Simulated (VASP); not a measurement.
Here is the system:

```
CELL_PARAMETERS angstrom
      0.00000     2.87087     2.87087
      2.87087     0.00000     2.87087
      2.87087     2.87087     0.00000
ATOMIC_POSITIONS crystal
  Ga 0.00000 0.00000 0.00000
  As 0.25000 0.25000 0.25000
```

These are PBE GGA, VASP's PBE PAW potentials (set 64) (plane waves; VASP) values and carry that method's errors. Run with 480 eV cut-off, 8×8×8 Γ-centred mesh, Gaussian smearing of 0.050 eV, potentials Ga_d As.

What does the run give for the energy per atom (σ→0), band gap (on the k-mesh) with the smallest direct gap where there is one?

```json
{
 "band gap (on the k-mesh)": "0.18 eV",
 "smallest direct gap (on the k-mesh)": "0.18 eV",
 "energy per atom (σ→0)": "-4.135 eV/atom"
}
```

The absolute energy has meaning only against runs of the same code, potentials and settings.

The compound is GaAs in the zinc blende structure. It was relaxed first.
